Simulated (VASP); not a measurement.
Calculation: PBE GGA, VASP's PBE PAW potentials (set 64) (plane waves; VASP 6.6.1).

VASP ran on this input.

### INCAR
```
ALGO = Normal
EDIFF = 1E-7
EDIFFG = -0.01
ENCUT = 480
GGA = PE
IBRION = 2
ISIF = 3
ISMEAR = 1
LASPH = .True.
LCHARG = .False.
LMAXMIX = 4
LREAL = .False.
LWAVE = .False.
NELM = 100
NSW = 40
PREC = Accurate
PSTRESS = 100
SIGMA = 0.1
SYSTEM = GaSb
```

KPOINTS:
```
Automatic
0
G
10 10 10
0 0 0
```

POSCAR:
```
GaSb
1
    0.0000000000     3.1061202460     3.1061202460
    3.1061202460     0.0000000000     3.1061202460
    3.1061202460     3.1061202460     0.0000000000
Ga Sb
1 1
Direct
  0.0000000000   0.0000000000   0.0000000000
  0.2500000000   0.2500000000   0.2500000000
```

POTCAR, in this order: Ga_d Sb (PBE.64 set). Program: vasp_std.

Output

**OSZICAR**
```
       N       E                     dE             d eps       ncg     rms          rms(c)
DAV:   1     0.762119622584E+02    0.76212E+02   -0.84593E+03  1238   0.158E+03
DAV:   2    -0.199805528677E+01   -0.78210E+02   -0.76150E+02  1365   0.298E+02
DAV:   3    -0.732279945631E+01   -0.53247E+01   -0.52923E+01  1507   0.704E+01
DAV:   4    -0.741671524934E+01   -0.93916E-01   -0.93868E-01  1439   0.103E+01
DAV:   5    -0.741930286098E+01   -0.25876E-02   -0.25876E-02  1607   0.147E+00    0.300E+00
DAV:   6    -0.738047407023E+01    0.38829E-01   -0.71474E-02  1718   0.463E+00    0.180E+00
DAV:   7    -0.736993611238E+01    0.10538E-01   -0.38768E-02  1407   0.184E+00    0.338E-01
DAV:   8    -0.737086488485E+01   -0.92877E-03   -0.46630E-03  1541   0.933E-01    0.682E-02
DAV:   9    -0.737134289915E+01   -0.47801E-03   -0.69711E-04  1368   0.235E-01    0.326E-02
DAV:  10    -0.737139596508E+01   -0.53066E-04   -0.63430E-05  1487   0.543E-02    0.991E-03
DAV:  11    -0.737141269076E+01   -0.16726E-04   -0.28575E-05  1307   0.472E-02    0.363E-03
DAV:  12    -0.737141381492E+01   -0.11242E-05   -0.16962E-06  1452   0.102E-02    0.874E-04
DAV:  13    -0.737141364575E+01    0.16918E-06   -0.65355E-08   964   0.213E-03    0.149E-04
DAV:  14    -0.737141369854E+01   -0.52792E-07   -0.24195E-08   861   0.123E-03
   1 F= -.36305300E+01 E0= -.36305875E+01  d E =-.363053E+01
       N       E                     dE             d eps       ncg     rms          rms(c)
DAV:   1    -0.209940425270E+02   -0.13623E+02   -0.14607E+02  1597   0.173E+02    0.259E+01
DAV:   2    -0.899583831137E+01    0.11998E+02   -0.69183E+01  1447   0.360E+02    0.712E+00
DAV:   3    -0.714542943146E+01    0.18504E+01   -0.43699E+00  1437   0.358E+01    0.478E+00
DAV:   4    -0.653943271538E+01    0.60600E+00   -0.61208E-01  1757   0.722E+00    0.118E+00
DAV:   5    -0.651010794607E+01    0.29325E-01   -0.48691E-02  1814   0.493E+00    0.759E-01
DAV:   6    -0.649652289948E+01    0.13585E-01   -0.24230E-02  1894   0.323E+00    0.494E-02
DAV:   7    -0.649681514306E+01   -0.29224E-03   -0.24118E-03  1307   0.476E-01    0.391E-02
DAV:   8    -0.649683261300E+01   -0.17470E-04   -0.56845E-05  1583   0.118E-01    0.120E-02
DAV:   9    -0.649683893199E+01   -0.63190E-05   -0.10097E-05  1373   0.291E-02    0.532E-03
DAV:  10    -0.649683881635E+01    0.11564E-06   -0.10243E-06  1488   0.204E-02    0.119E-03
DAV:  11    -0.649683866614E+01    0.15021E-06   -0.18432E-07   876   0.949E-03    0.916E-04
DAV:  12    -0.649683867015E+01   -0.40118E-08   -0.76629E-08   646   0.658E-03
   2 F= -.36727170E+01 E0= -.36727228E+01  d E =-.421870E-01
       N       E                     dE             d eps       ncg     rms          rms(c)
DAV:   1    -0.968573328884E+01   -0.31889E+01   -0.38939E+01  1607   0.145E+02    0.887E+00
DAV:   2    -0.775035149386E+01    0.19354E+01   -0.30052E+00  1477   0.333E+01    0.436E+00
DAV:   3    -0.720278099045E+01    0.54757E+00   -0.93744E-01  1622   0.187E+01    0.674E-01
DAV:   4    -0.715342657594E+01    0.49354E-01   -0.12031E-01  1457   0.680E+00    0.306E-01
DAV:   5    -0.715076902805E+01    0.26575E-02   -0.12694E-02  1487   0.224E+00    0.144E-01
DAV:   6    -0.714965239533E+01    0.11166E-02   -0.41514E-03  1457   0.133E+00    0.266E-02
DAV:   7    -0.714964650246E+01    0.58929E-05   -0.49401E-04  1579   0.435E-01    0.104E-02
DAV:   8    -0.714964668489E+01   -0.18242E-06   -0.81515E-05  1442   0.152E-01    0.409E-03
DAV:   9    -0.714964668546E+01   -0.57207E-09   -0.35756E-06  1434   0.185E-02    0.113E-03
DAV:  10    -0.714964690686E+01   -0.22140E-06   -0.27086E-07  1397   0.691E-03    0.458E-04
DAV:  11    -0.714964693292E+01   -0.26058E-07   -0.90230E-08   676   0.646E-03
   3 F= -.39286825E+01 E0= -.39286889E+01  d E =-.298153E+00
       N       E                     dE             d eps       ncg     rms          rms(c)
DAV:   1    -0.714134433045E+01    0.83026E-02   -0.19536E-02  1622   0.270E+00    0.220E-01
DAV:   2    -0.714020376892E+01    0.11406E-02   -0.22435E-03  1552   0.106E+00    0.100E-01
DAV:   3    -0.713992796908E+01    0.27580E-03   -0.31400E-04  1612   0.339E-01    0.233E-02
DAV:   4    -0.713989845567E+01    0.29513E-04   -0.36970E-05  1458   0.945E-02    0.710E-03
DAV:   5    -0.713989706738E+01    0.13883E-05   -0.20484E-06  1634   0.190E-02    0.210E-03
DAV:   6    -0.713989703819E+01    0.29192E-07   -0.32982E-07  1167   0.112E-02
   4 F= -.39288068E+01 E0= -.39288131E+01  d E =-.298277E+00
```

File OUTCAR:
```
------------------------ aborting loop because EDIFF is reached ----------------------------------------
  FORCE on cell =-STRESS in cart. coord.  units (eV):
  Direction    XX          YY          ZZ          XY          YZ          ZX
  --------------------------------------------------------------------------------------
  Total        3.2208252      3.2208252      3.2208252      0.0000000      0.0000000      0.0000000
  in kB      100.3031646    100.3031646    100.3031646      0.0000000      0.0000000      0.0000000
  external PRESSURE =       0.3031646 kB  Pullay stress =     100.0000000 kB
  volume of cell :       51.45
      direct lattice vectors                 reciprocal lattice vectors
     0.000000000  2.951963843  2.951963843    -0.169378768  0.169378768  0.169378768
     2.951963843  0.000000000  2.951963843     0.169378768 -0.169378768  0.169378768
     2.951963843  2.951963843 -0.000000000     0.169378768  0.169378768 -0.169378768
  FREE ENERGIE OF THE ION-ELECTRON SYSTEM (eV)
  ---------------------------------------------------
  free  energy   TOTEN  =        -7.1398970382 eV

  energy  without entropy=       -7.1399160360  energy(sigma->0) =       -7.13990337
  enthalpy is  TOTEN    =        -3.9288067689 eV   P V=        3.2110902693

 reached required accuracy - stopping structural energy minimisation
```
(Selected blocks of OUTCAR.)

**CONTCAR**
```
GaSb
   1.00000000000000
     0.0000000000000000    2.9519638429990409    2.9519638429990409
     2.9519638429990409    0.0000000000000000    2.9519638429990409
     2.9519638429990409    2.9519638429990409   -0.0000000000000000
  Ga              Sb
     1     1
Direct
     0.0000000000000000    0.0000000000000000    0.0000000000000000
     0.2500000000000000    0.2500000000000000    0.2500000000000000
```

Energy and stress use the plane-wave basis of the starting cell.

The compound is GaSb in the zinc blende structure. This run relaxes it under an external pressure of 10 GPa. Symmetry was kept, so distortions that lower it aren't found.
